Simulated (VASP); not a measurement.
# YNb (Pm-3m) in VASP: further runs, part 2 of 2

VASP 6.6.1.

## (5) Band structure, LDA

File POSCAR:

```
YNb
1.0
    3.6114100000      0.0000000000      0.0000000000
    0.0000000000      3.6114100000      0.0000000000
    0.0000000000      0.0000000000      3.6114100000
Y Nb
1 1
Direct
    0.0000000000      0.0000000000      0.0000000000
    0.5000000000      0.5000000000      0.5000000000
```

File INCAR.step1:

```
PREC = Accurate ; ENCUT = 520
EDIFF = 1E-6 ; ISMEAR = -1
SIGMA = 0.05 ; LREAL = False
LASPH = True ; NELM = 100
ALGO = Normal ; ISIF = 2
LWAVE = False ; LCHARG = True
LMAXMIX = 4
```

File KPOINTS.step1:

```
regular mesh
0
Gamma
  7 7 7
```

File INCAR.step2:

```
PREC = Accurate ; ENCUT = 520
EDIFF = 1E-6 ; ISMEAR = 0
SIGMA = 0.05 ; LREAL = False
LASPH = True ; NELM = 100
ALGO = Normal ; ISIF = 2
LWAVE = False ; LCHARG = False
LMAXMIX = 4 ; ICHARG = 11
```

File KPOINTS.step2:

```
path GXMGRX,MR
10
line-mode
reciprocal
 0.0000000000  0.0000000000  0.0000000000  G
 0.0000000000  0.5000000000  0.0000000000  X

 0.0000000000  0.5000000000  0.0000000000  X
 0.5000000000  0.5000000000  0.0000000000  M

 0.5000000000  0.5000000000  0.0000000000  M
 0.0000000000  0.0000000000  0.0000000000  G

 0.0000000000  0.0000000000  0.0000000000  G
 0.5000000000  0.5000000000  0.5000000000  R

 0.5000000000  0.5000000000  0.5000000000  R
 0.0000000000  0.5000000000  0.0000000000  X

 0.5000000000  0.5000000000  0.0000000000  M
 0.5000000000  0.5000000000  0.5000000000  R
```

Potentials or basis: VASP PAW LDA potentials, release 64 (Y_sv, Nb_sv).

Run with:

```console
cat potpaw_LDA.64/Y_sv/POTCAR potpaw_LDA.64/Nb_sv/POTCAR > POTCAR
cp INCAR.step1 INCAR
cp KPOINTS.step1 KPOINTS
mpirun -np 1 vasp_std > vasp.out
cp INCAR.step2 INCAR
cp KPOINTS.step2 KPOINTS
mpirun -np 1 vasp_std > vasp.out
```

OUTCAR:

```text
PREC = Accurate
   ENCUT = 520
   EDIFF = 1E-6
   ISMEAR = 0
   LREAL = False
   LASPH = True
   NELM = 100
   ISIF = 2
   ICHARG = 11

 ion  position               nearest neighbor table
   1  0.000  0.000  0.000-   2 3.13   2 3.13   2 3.13   2 3.13   2 3.13   2 3.13   2 3.13   2 3.13

   2  0.500  0.500  0.500-   1 3.13   1 3.13   1 3.13   1 3.13   1 3.13   1 3.13   1 3.13   1 3.13

  LATTYP: Found a simple cubic cell.
 ALAT       =     3.6114100000

  Lattice vectors:

 A1 = (   3.6114100000,   0.0000000000,   0.0000000000)
 A2 = (   0.0000000000,   3.6114100000,   0.0000000000)
 A3 = (   0.0000000000,   0.0000000000,   3.6114100000)

Analysis of symmetry for initial positions (statically):
=====================================================================
 Subroutine PRICEL returns:
 Original cell was already a primitive cell.

 Routine SETGRP: Setting up the symmetry group for a
 simple cubic supercell.

 Subroutine GETGRP returns: Found 48 space group operations
 (whereof 48 operations were pure point group operations)
 out of a pool of 48 trial point group operations.

The static configuration has the point symmetry O_h .

Analysis of symmetry for dynamics (positions and initial velocities):
=====================================================================
 Subroutine PRICEL returns:
 Original cell was already a primitive cell.

 Routine SETGRP: Setting up the symmetry group for a
 simple cubic supercell.

 Subroutine GETGRP returns: Found 48 space group operations
 (whereof 48 operations were pure point group operations)
 out of a pool of 48 trial point group operations.

The dynamic configuration has the point symmetry O_h .

 Subroutine INISYM returns: Found 48 space group operations
 (whereof 48 operations are pure point group operations),
 and found     1 'primitive' translations

----------------------------------------------------------------------------------------

                                     Primitive cell

  volume of cell :      47.1010

  direct lattice vectors                    reciprocal lattice vectors
     3.611410000  0.000000000  0.000000000     0.276900158  0.000000000  0.000000000
     0.000000000  3.611410000  0.000000000     0.000000000  0.276900158  0.000000000
     0.000000000  0.000000000  3.611410000     0.000000000  0.000000000  0.276900158

  length of vectors
     3.611410000  3.611410000  3.611410000     0.276900158  0.276900158  0.276900158

  position of ions in fractional coordinates (direct lattice)
     0.000000000  0.000000000  0.000000000
     0.500000000  0.500000000  0.500000000

  ion indices of the primitive-cell ions
   primitive index   ion index
                 1           1
                 2           2

----------------------------------------------------------------------------------------

 KPOINTS: path GXMGRX,MR

Interpolating k-points between supplied coordinates.

 Line segments in fractional coordinates (reciprocal lattice):
    0.000000  0.000000  0.000000  ...  0.000000  0.500000  0.000000
    0.000000  0.500000  0.000000  ...  0.500000  0.500000  0.000000
    0.500000  0.500000  0.000000  ...  0.000000  0.000000  0.000000
    0.000000  0.000000  0.000000  ...  0.500000  0.500000  0.500000
    0.500000  0.500000  0.500000  ...  0.000000  0.500000  0.000000
    0.500000  0.500000  0.000000  ...  0.500000  0.500000  0.500000

 Generated    10 points on each line segment, for a total of     60 k-points:

 Following reciprocal coordinates:
            Coordinates               Weight
  0.000000  0.000000  0.000000      0.016667
  0.000000  0.055556  0.000000      0.016667
  0.000000  0.111111  0.000000      0.016667
  0.000000  0.166667  0.000000      0.016667
  0.000000  0.222222  0.000000      0.016667
  0.000000  0.277778  0.000000      0.016667
[... 16 lines left out ...]
  0.388889  0.388889  0.000000      0.016667
  0.333333  0.333333  0.000000      0.016667
 [... further k-points ...]
   k-points           NKPTS =     60   k-points in BZ     NKDIM =     60   number of bands    NBANDS=     16
   number of dos      NEDOS =    301   number of ions     NIONS =      2
   total plane-waves  NPLWV =  21952
   dimension x,y,z NGX =    28 NGY =   28 NGZ =   28
   dimension x,y,z NGXF=    56 NGYF=   56 NGZF=   56
   ions per type =               1   1
   NGX,Y,Z   is equivalent  to a cutoff of  12.89, 12.89, 12.89 a.u.
   NGXF,Y,Z  is equivalent  to a cutoff of  25.78, 25.78, 25.78 a.u.
 SYSTEM =  unknown system
   PREC   = accura    normal or accurate (medium, high low for compatibility)
   ISTART =      0    job   : 0-new  1-cont  2-samecut
   ICHARG =     11    charge: 1-file 2-atom 10-const
   ISPIN  =      1    spin polarized calculation?
   LNONCOLLINEAR =      F non collinear calculations
   LSORBIT =      F    spin-orbit coupling
   LASPH  =      T    aspherical Exc in radial PAW
   ENCUT  =  520.0 eV  38.22 Ry    6.18 a.u.   6.71  6.71  6.71*2*pi/ulx,y,z
   NELM   =    100;   NELMIN=  2; NELMDL=  0     # of ELM steps
   EDIFF  = 0.1E-05   stopping-criterion for ELM
   LREAL  =      F    real-space projection
   EDIFFG = 0.1E-04   stopping-criterion for IOM
   NSW    =      0    number of steps for IOM
   IBRION =     -1    ionic relax: 0-MD 1-quasi-New 2-CG
   NFREE  =      0    steps in history (QN), initial steepest desc. (CG)
   ISIF   =      2    stress and relaxation
   ISYM   =      2    0-nonsym 1-usesym 2-fastsym
   POTIM  = 0.5000    time-step for ionic-motion
   TEBEG  =    0.0;   TEEND  =   0.0 temperature during run
   PSTRESS=    0.0 pullay stress
   NELECT =      24.0000    total number of electrons
   NUPDOWN=      -1.0000    fix difference up-down
   EMIN   =  10.00;   EMAX   =-10.00  energy-range for DOS
   EFERMI =   0.00;   METHOD = LEGACY
   ISMEAR =     0;   SIGMA  =   0.05  broadening in eV -4-tet -1-fermi 0-gaus
   EFERMI_NEDOS =   21; number of points for ismear=-14 and -15
   IALGO  =     38    algorithm
   IMIX   =      4    mixing-type and parameters
     AMIX     =   0.40;   BMIX     =  1.00
     AMIX_MAG =   1.60;   BMIX_MAG =  1.00
  volume/ion in A,a.u.               =      23.55       158.93
  Fermi-wavevector in a.u.,A,eV,Ry     =   1.307581  2.470969 23.262791  1.709767
  Thomas-Fermi vector in A             =   2.438306
   LORBIT       =      0    0 simple, 1 ext, 2 COOP (PROOUT), +10 PAW based schemes
   GGA     = CA    functional components
   LHFCALC =     F    Hartree Fock is set to
   AEXX    =    0.0000 exact exchange contribution
   IVDW    =     0    specifies the selected vdW correction
   LEPSILON=     F    determine dielectric tensor
   LRPA    =     F    only Hartree local field effects (RPA)
 non-spin polarized calculation
 Gauss-broadening in eV      SIGMA  =   0.05
  energy-cutoff  :      520.00
  volume of cell :       47.10
 maximum number of plane-waves:      1328
 NGX is ok and might be reduce to    28

 number of electron      23.9999998 magnetization

 Free energy of the ion-electron system (eV)
  ---------------------------------------------------
  ext. energy  EPLUGINS =         0.00000000
  ---------------------------------------------------
  free energy    TOTEN  =       -17.63881986 eV

  energy without entropy =      -17.63834500  energy(sigma->0) =      -17.63858243

 E-fermi :   6.2095     XC(G=0): -11.1864

 val. band max:        6.1467613272   @ k =   0.2222   0.5000   0.0000
 cond. band min:       6.2777497468   @ k =   0.3333   0.3333   0.0000
 fundamental gap:      0.1309884196
 Fermi energy:         6.2094644091

 k-point     1 :       0.0000    0.0000    0.0000
  band No.  band energies     occupation
      1     -48.1574      2.00000
      2     -35.1595      2.00000
      3     -24.3446      2.00000
      4     -24.3446      2.00000
      5     -24.3446      2.00000
      6     -15.2093      2.00000
[... 8 lines left out ...]
     15       9.9378      0.00000
     16       9.9378      0.00000
[... 419 lines left out ...]
 k-point    24 :       0.3333    0.3333    0.0000
  band No.  band energies     occupation
      1     -48.1481      2.00000
      2     -35.1289      2.00000
      3     -24.4188      2.00000
      4     -24.4096      2.00000
      5     -24.3255      2.00000
      6     -15.4416      2.00000
[... 8 lines left out ...]
     15       8.6467      0.00000
     16       9.6927      0.00000

 [... further k-points ...]

------------------------ aborting loop because EDIFF is reached ----------------------------------------

  FORCE on cell =-STRESS in cart. coord.  units (eV):
  Direction    XX          YY          ZZ          XY          YZ          ZX
  --------------------------------------------------------------------------------------
  -------------------------------------------------------------------------------------
  Total       -3.8246959     -3.8246959     -3.8246959     -0.0000000     -0.0000000     -0.0000000
  in kB     -130.0999421   -130.0999421   -130.0999421     -0.0000000     -0.0000000     -0.0000000
  external PRESSURE =    -130.0999421 kB  Pullay stress =       0.0000000 kB

 VOLUME and BASIS-vectors are now :
 -----------------------------------------------------------------------------
  energy-cutoff  :      520.00
  volume of cell :       47.10
      direct lattice vectors                 reciprocal lattice vectors
     3.611410000  0.000000000  0.000000000     0.276900158  0.000000000  0.000000000
     0.000000000  3.611410000  0.000000000     0.000000000  0.276900158  0.000000000
     0.000000000  0.000000000  3.611410000     0.000000000  0.000000000  0.276900158

 POSITION                                       TOTAL-FORCE (eV/Angst)
 -----------------------------------------------------------------------------------
      0.00000      0.00000      0.00000         0.000000      0.000000      0.000000
      1.80570      1.80570      1.80570         0.000000      0.000000      0.000000
 -----------------------------------------------------------------------------------
    total drift:                               -0.000000      0.000000      0.000000

  FREE ENERGIE OF THE ION-ELECTRON SYSTEM (eV)
  ---------------------------------------------------
  free  energy   TOTEN  =       -17.6388198561 eV

  energy  without entropy=      -17.6383450030  energy(sigma->0) =      -17.63858243
```

Run time: 17 s. Hardware: 1 thread of Intel Xeon 6975P-C (Granite Rapids), shared host; peak memory 0.18 GiB.

What came out:

* Band gap along the path: none (metal or under the smearing width)

Levels at the corners of the path, in eV from the Fermi level:
```
point  band 9  band 10  band 11  band 12  band 13  band 14  band 15  band 16
    Γ   -5.16    -2.42    -2.42     0.86     0.86     0.86     3.80     3.80
    X   -2.13    -1.92    -0.88     0.68     0.68     0.76     1.65     2.59
    X   -2.13    -1.92    -0.88     0.68     0.68     0.76     1.65     2.59
    M   -2.77    -2.53    -0.68    -0.68     1.90     1.90     2.70     2.80
    M   -2.77    -2.53    -0.68    -0.68     1.90     1.90     2.70     2.80
    Γ   -5.16    -2.42    -2.42     0.86     0.86     0.86     3.80     3.80
    Γ   -5.16    -2.42    -2.42     0.86     0.86     0.86     3.80     3.80
    R   -0.62    -0.62    -0.62    -0.13    -0.13    -0.13     2.79     2.79
    R   -0.62    -0.62    -0.62    -0.13    -0.13    -0.13     2.79     2.79
    X   -2.13    -1.92    -0.88     0.68     0.68     0.76     1.65     2.59
    M   -2.77    -2.53    -0.68    -0.68     1.90     1.90     2.70     2.80
    R   -0.62    -0.62    -0.62    -0.13    -0.13    -0.13     2.79     2.79
```

Caveat: the log is that of the step along the path at fixed density, whose energy, stress, charges and moments have no meaning.
